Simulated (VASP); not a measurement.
Consider the following.

```
CELL_PARAMETERS angstrom
      0.00000     2.16579     2.16579
      2.16579     0.00000     2.16579
      2.16579     2.16579     0.00000
ATOMIC_POSITIONS crystal
  Si 0.00000 0.00000 0.00000
  C  0.25000 0.25000 0.25000
```

Computed with LDA (Ceperley-Alder, Perdew-Zunger), VASP's LDA PAW potentials (set 64) (plane waves; VASP 6.6.1). Settings: 520 eV cut-off, 12×12×12 Γ-centred mesh, tetrahedra with Blöchl corrections, potentials Si C.

### Question
Predict the energy per atom (σ→0), band gap (on the k-mesh) with the smallest direct gap where there is one.

### Answer

```json
{
  "band gap (on the k-mesh)": "1.29 eV",
  "smallest direct gap (on the k-mesh)": "4.52 eV",
  "energy per atom (σ→0)": "-8.321 eV/atom"
}
```

The compound is SiC in the zinc blende structure. It was relaxed first.
